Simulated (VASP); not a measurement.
Input:

```
AlCo
1.0
    2.76602     0.00000     0.00000
    0.00000     2.76602     0.00000
    0.00000     0.00000     2.76602
Al Co
1 1
Cartesian
  1.38301   1.38301   1.38301
  0.00000   0.00000   0.00000
```

Calculation: PBE GGA, VASP's PBE PAW potentials (set 64) (plane waves; VASP 6.6.1). Settings: 500 eV cut-off, 13×13×13 Γ-centred mesh, first-order Methfessel-Paxton smearing of 0.10 eV, potentials Al Co.

Energy and stress use the plane-wave basis of the starting cell.

**Question.** The ions, cell shape and volume at an external pressure of 30.0 GPa are relaxed. Predict the relaxed structure.

**Answer.** 
```
AlCo
1.0
    2.73330     0.00000     0.00000
    0.00000     2.73330     0.00000
    0.00000     0.00000     2.73330
Al Co
1 1
Cartesian
  1.36665   1.36665   1.36665
  0.00000   0.00000   0.00000
```
Space group Pm-3m (221), at a tolerance of 0.03 Å.

**Question.** How do energy and volume change from the first to the last step?

**Answer.** The energy (σ→0) changes by +57.1 meV/atom and the volume by -3.5 %, in 3 ionic steps.

The compound is CoAl in the CsCl type structure. This run relaxes it under an external pressure of 30 GPa. Symmetry was kept, so distortions that lower it aren't found. The run is not spin-polarised, so no magnetic state was tried.
